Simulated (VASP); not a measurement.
## SiGe3: relaxation of cell and atoms with PBE

Crystal: SiGe3.

```xyz
8
Lattice="3.9600 2.2863 3.2333 -3.9600 2.2863 3.2333 0.0000 -4.5726 3.2333" Properties=species:S:1:pos:R:3 pbc="T T T"
Si    0.0000    0.0000    8.4875
Si    0.0000    0.0000    1.2125
Ge    1.9800    1.1432    5.2542
Ge    0.0000    2.2863    4.4458
Ge    1.9800   -1.1432    4.4458
Ge    0.0000   -2.2863    5.2542
Ge   -1.9800   -1.1432    4.4458
Ge   -1.9800    1.1432    5.2542
```

The cell was built by a generator and needn't be a form met in nature.

```json
{
  "Program": "VASP 6.6.1",
  "Task": "relaxation of cell and atoms",
  "Functional": "PBE",
  "Potentials or basis": "VASP PAW PBE potentials, release 64 (Si, Ge_d)",
  "Cutoff": "520 eV",
  "k mesh": "3 × 3 × 3",
  "Occupations": "gaussian, width 0.15 eV",
  "Spin": "no spin polarisation",
  "Further INCAR settings": "PREC = Normal; ALGO = Fast; EDIFF = 0.0001; IBRION = 2; EDIFFG = -0.08; NSW = 24; ISIF = 3"
}
```

```
Relaxed volume                         : 22.80 Å³/atom
Relaxed cell                           : a = 5.671 Å, b = 5.671 Å, c = 5.671 Å, α = 90.03°, β = 90.03°, γ = 90.03°
Space group after relaxing (to 0.05 Å) : R-3m (No. 166)
Energy gained by relaxing              : 14.6 meV/atom
Ionic steps                            : 7
Pressure after relaxing                : 0.3 GPa
Largest force after relaxing           : 0.031 eV/Å
Band gap on the k mesh                 : 0.44 eV, direct
```

Forces on the atoms (eV/Å):
```
Si   0.000  0.000  0.031
Si   0.000  0.000 -0.031
Ge  -0.013 -0.008 -0.005
Ge   0.000 -0.015  0.005
Ge  -0.013  0.008  0.005
Ge   0.000  0.015 -0.005
Ge   0.013  0.008  0.005
Ge   0.013 -0.008 -0.005
```

Step by step:
| step | energy change (eV) | largest force (eV/Å) | pressure (GPa) | volume (Å³) |
| --- | --- | --- | --- | --- |
| 1 | 0.0000 | 0.4833 | 2.90 | 175.64 |
| 2 | -0.0984 | 0.1394 | 0.34 | 185.95 |
| 3 | -0.0846 | 0.0903 | -1.66 | 187.75 |
| 4 | -0.0953 | 0.1299 | -0.02 | 186.45 |
| 5 | -0.0914 | 0.1106 | -1.76 | 186.98 |
| 6 | -0.0938 | 0.1206 | -1.08 | 186.67 |
| 7 | -0.1164 | 0.0311 | 0.27 | 182.40 |

Final structure:
```
Si Ge
1.0
     4.01116    2.31584    3.27264
    -4.01116    2.31584    3.27264
     0.00000   -4.63168    3.27264
Si Ge
2 6
Direct
  0.87791 0.87791 0.87791
  0.12209 0.12209 0.12209
  0.87817 0.37185 0.37185
  0.62816 0.62816 0.12183
  0.62815 0.12183 0.62815
  0.37185 0.37185 0.87817
  0.12183 0.62815 0.62815
  0.37185 0.87817 0.37185
```

Levels at points of the mesh, in eV from the valence-band top:
| k point | band 42 | band 43 | band 44 | band 45 | band 46 | band 47 | band 48 | band 49 | band 50 | band 51 |
| --- | --- | --- | --- | --- | --- | --- | --- | --- | --- | --- |
| (0.00, 0.00, 0.00) | -2.87 | -2.83 | -0.03 | -0.03 | 0.00 | 0.44 | 0.61 | 0.61 | 0.66 | 0.66 |

Run time: 3.6 min on 1 thread of Intel(R) Xeon(R) Platinum 8375C CPU @ 2.90GHz (Ice Lake), with other jobs on the host, peak memory 0.2 GiB.

Caveat: an odd mesh through Γ misses points on the zone boundary, where band edges often lie.
